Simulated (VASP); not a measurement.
Data:

```
CELL_PARAMETERS angstrom
      3.50018     0.00000     0.00000
     -1.75009     3.03125     0.00000
      0.00000     0.00000     8.66306
ATOMIC_POSITIONS crystal
  Zr 0.33333 0.66667 0.03686
  Zr 0.66667 0.33333 0.53686
  Se 0.33333 0.66667 0.33814
  Se 0.66667 0.33333 0.83814
```

The numbers are results of PBEsol GGA, VASP's PBE PAW potentials (set 64) (plane waves; VASP 6.6.1), not measurements. Numerical set-up: 400 eV cut-off, Gaussian smearing of 0.050 eV, potentials Zr_sv Se.

**Question.** Estimate the band gap (along the path) with the smallest direct gap where there is one.

**Answer.** 
The band gap (along the path) is none (metal, semimetal or under 0.01 eV).

Total energies compare only between runs with the same potentials, cut-off and functional.

The structure was generated: ZrSe was put into the wurtzite type (P6_3mc), which need not be its known phase. It was relaxed first, which changed the volume by -42 %.
